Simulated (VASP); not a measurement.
Input:

```xyz
2
Lattice="0.0000 2.3570 2.3570 2.3570 0.0000 2.3570 2.3570 2.3570 0.0000" Properties=species:S:1:pos:R:3 pbc="T T T"
Zr     0.0000     0.0000     0.0000
C      2.3570     2.3570     2.3570
```

The numbers are results of optB88-vdW, VASP's PBE PAW potentials (set 64) (plane waves; VASP), not measurements. Numerical set-up: 520 eV cut-off, Gaussian smearing of 0.050 eV, potentials Zr_sv C.

**Question.** Predict the band gap (along the path) with the smallest direct gap where there is one.

**Answer.** 
| Item | Result |
|---|---|
| band gap (along the path) | none (metal, semimetal or under 0.01 eV) |

Total energies compare only between runs with the same potentials, cut-off and functional.

The compound is ZrC in the rock salt structure. It was relaxed first.
